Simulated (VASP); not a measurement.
Level of theory: PBEsol GGA, VASP's PBE PAW potentials (set 64) (plane waves; VASP).

VASP ran on this input.

POSCAR:
```
BBi
1.0
  3.7114606614   0.0000000000   0.0000000000
 -1.8557303308   3.2142187302   0.0000000000
  0.0000000000   0.0000000000   6.0739232867
B Bi
2 2
Cart
  0.0000000000   0.0000000000   0.0000000000
  0.0000000000   0.0000000000   3.0369616434
 -0.0000018558   2.1428135582   1.5184808217
  1.8557321864   1.0714051720   4.5554424650
```

### INCAR
```
SYSTEM = BBi
PREC = Accurate
ENCUT = 620
EDIFF = 1E-6
NELM = 100
ALGO = Normal
LREAL = .FALSE.
LASPH = .TRUE.
ISMEAR = 1
SIGMA = 0.1
GGA = PS
LMAXMIX = 4
LWAVE = .FALSE.
LCHARG = .FALSE.
IBRION = 2
ISIF = 3
NSW = 40
EDIFFG = -0.02
```

### KPOINTS
```
Automatic mesh
0
Gamma
10 10 5
0 0 0
```

POTCAR, in this order: B Bi_d (PBE.64 set). Program: vasp_std.

Output of the run:

**OUTCAR**
```
 ion  position               nearest neighbor table
   1  0.000  0.000  0.000-   3 2.63   4 2.63   3 2.63   4 2.63   4 2.63   3 2.63
   2  0.000  0.000  0.500-   3 2.63   4 2.63   3 2.63   4 2.63   4 2.63   3 2.63
   3  0.333  0.667  0.250-   1 2.63   2 2.63   1 2.63   2 2.63   1 2.63   2 2.63   4 3.72   4 3.72
                             4 3.72   4 3.72   4 3.72   4 3.72
   4  0.667  0.333  0.750-   1 2.63   2 2.63   1 2.63   2 2.63   1 2.63   2 2.63   3 3.72   3 3.72
                             3 3.72   3 3.72   3 3.72   3 3.72
  LATTYP: Found a hexagonal cell.
 ALAT       =     3.7114606614
 C/A-ratio  =     1.6365317703
 Subroutine PRICEL returns:
 Original cell was already a primitive cell.
 Subroutine GETGRP returns: Found 24 space group operations
The static configuration has the point symmetry D_3d.
 The point group associated with its full space group is D_6h.
The dynamic configuration has the point symmetry D_3d.
 Subroutine INISYM returns: Found 24 space group operations
 Subroutine IBZKPT returns following result:
 Found     42 irreducible k-points:

 Following reciprocal coordinates:
            Coordinates               Weight
  0.000000  0.000000  0.000000      1.000000
  0.100000  0.000000  0.000000      6.000000
  0.200000  0.000000  0.000000      6.000000
...
```

File OSZICAR:
```
       N       E                     dE             d eps       ncg     rms          rms(c)
DAV:   1     0.360813930440E+03    0.36081E+03   -0.21207E+04  1848   0.226E+03
DAV:   2     0.147586200958E+02   -0.34606E+03   -0.34127E+03  1860   0.527E+02
DAV:   3    -0.173032206611E+02   -0.32062E+02   -0.31599E+02  2280   0.165E+02
DAV:   4    -0.184361923521E+02   -0.11330E+01   -0.11247E+01  2186   0.318E+01
DAV:   5    -0.184859340700E+02   -0.49742E-01   -0.49712E-01  2626   0.625E+00    0.363E+00
DAV:   6    -0.177728840317E+02    0.71305E+00   -0.24387E+00  2422   0.945E+00    0.125E+00
DAV:   7    -0.177579055953E+02    0.14978E-01   -0.24277E-01  2446   0.237E+00    0.645E-01
DAV:   8    -0.177530883060E+02    0.48173E-02   -0.24615E-02  2382   0.158E+00    0.136E-01
DAV:   9    -0.177521156198E+02    0.97269E-03   -0.41901E-03  2540   0.517E-01    0.404E-02
DAV:  10    -0.177521232500E+02   -0.76302E-05   -0.52227E-04  2166   0.198E-01    0.162E-02
DAV:  11    -0.177521199771E+02    0.32729E-05   -0.40839E-05  2442   0.581E-02    0.647E-03
DAV:  12    -0.177521190748E+02    0.90231E-06   -0.38476E-06  1728   0.252E-02
   1 F= -.17752119E+02 E0= -.17751590E+02  d E =-.177521E+02
```

### OUTCAR
```
------------------------ aborting loop because EDIFF is reached ----------------------------------------
  FORCE on cell =-STRESS in cart. coord.  units (eV):
  Direction    XX          YY          ZZ          XY          YZ          ZX
  --------------------------------------------------------------------------------------
  Total        0.0592606      0.0592606     -0.0629904     -0.0000000      0.0000000      0.0000000
  in kB        1.3103502      1.3103498     -1.3928222     -0.0000000      0.0000000      0.0000000
  external PRESSURE =       0.4092926 kB  Pullay stress =       0.0000000 kB
  volume of cell :       72.46
      direct lattice vectors                 reciprocal lattice vectors
     3.711460661  0.000000000  0.000000000     0.269435700  0.155558797  0.000000000
    -1.855730331  3.214218730  0.000000000     0.000000000  0.311117595  0.000000000
     0.000000000  0.000000000  6.073923287     0.000000000  0.000000000  0.164638233
 POSITION                                       TOTAL-FORCE (eV/Angst)
 -----------------------------------------------------------------------------------
      0.00000      0.00000      0.00000         0.000000      0.000000     -0.000000
      0.00000      0.00000      3.03696         0.000000      0.000000     -0.000000
     -0.00000      2.14281      1.51848         0.000000     -0.000000      0.000000
      1.85573      1.07141      4.55544        -0.000000      0.000000      0.000000
 -----------------------------------------------------------------------------------
    total drift:                                0.000000     -0.000000      0.000000
  FREE ENERGIE OF THE ION-ELECTRON SYSTEM (eV)
  ---------------------------------------------------
  free  energy   TOTEN  =       -17.7521190748 eV

  energy  without entropy=      -17.7505312917  energy(sigma->0) =      -17.75158981

 reached required accuracy - stopping structural energy minimisation
```
(Selected blocks of OUTCAR.)

The structure was generated: BBi was put into the NiAs type type (P6_3/mmc), which need not be its known phase. It was relaxed first, which changed the volume by +19 %.
